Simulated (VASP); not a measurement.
OSZICAR of a VASP run on CsSnI$_{3}$ (cubic perovskite):

File OSZICAR:
```
       N       E                     dE             d eps       ncg     rms          rms(c)
DAV:   1     0.348841062823E+03    0.34884E+03   -0.18385E+04   520   0.154E+03
DAV:   2     0.266757594309E+02   -0.32217E+03   -0.31599E+03   652   0.305E+02
DAV:   3    -0.126271536952E+02   -0.39303E+02   -0.38909E+02   616   0.120E+02
DAV:   4    -0.141968742599E+02   -0.15697E+01   -0.15673E+01   644   0.282E+01
DAV:   5    -0.142475953500E+02   -0.50721E-01   -0.50714E-01   816   0.456E+00    0.412E+00
DAV:   6    -0.139805397567E+02    0.26706E+00   -0.47764E-01   664   0.374E+00    0.274E+00
DAV:   7    -0.139549944174E+02    0.25545E-01   -0.32821E-01   622   0.243E+00    0.100E+00
DAV:   8    -0.139595371655E+02   -0.45427E-02   -0.44847E-02   598   0.149E+00    0.292E-01
DAV:   9    -0.139594610546E+02    0.76111E-04   -0.22245E-03   680   0.360E-01    0.145E-01
DAV:  10    -0.139597576280E+02   -0.29657E-03   -0.12005E-03   618   0.223E-01    0.591E-02
DAV:  11    -0.139598029559E+02   -0.45328E-04   -0.37800E-04   604   0.134E-01    0.177E-02
DAV:  12    -0.139598068546E+02   -0.38987E-05   -0.35656E-05   654   0.402E-02    0.185E-02
DAV:  13    -0.139598059938E+02    0.86078E-06   -0.15031E-06   438   0.871E-03
   1 F= -.15177521E+02 E0= -.15177521E+02  d E =-.151775E+02
```

Problem. Which electronic solver shows in the log?

Solution. It is blocked Davidson (ALGO = Normal, or the opening steps of other solvers). The INCAR had ALGO = Normal.

Problem. Can the final energy be trusted as converged?

Solution. The calculation finished and met its thresholds. It stopped with EDIFF = 1E-6, NELM = 100, NSW = 60 and EDIFFG = -0.02 after 1 ionic step (PBE GGA with D3 dispersion (zero damping), plane waves, VASP's PBE PAW potentials (set 64)).

The compound is CsSnI3 in the cubic perovskite structure, the ideal cubic form; the compound distorts at low or room temperature. It was relaxed first. The start is the result of an earlier pass.
